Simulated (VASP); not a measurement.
MgAs (space group P-6m2): computed properties

Calculation: PBEsol GGA, VASP's PBE PAW potentials (set 64) (plane waves; VASP).

For MgAs, the space group comes out as P-6m2 (187). The cell comes out as a = 4.091 Å, b = 4.091 Å, c = 2.918 Å, α = 90.00°, β = 90.00°, γ = 120.00°. The volume per atom is 21.15 Å³/atom and the band gap (over mesh and band path) is none (metal, semimetal or under 0.01 eV). The band gap with spin-orbit coupling is none (metallic) and the density is 3.90 g/cm³.

```xyz
2
Lattice="4.0909 0.0000 0.0000 -2.0454 3.5428 0.0000 0.0000 0.0000 2.9185" Properties=species:S:1:pos:R:3 pbc="T T T"
Mg     0.0000     0.0000     0.0000
As     2.0454     1.1809     1.4592
```

The structure comes from a computed database's MgAs entry (P-6m2); how it stands against other phases isn't given here. It was relaxed first. Symmetry was kept, so distortions that lower it aren't found. The electron count is odd and the run is not spin-polarised, which forces a metal.
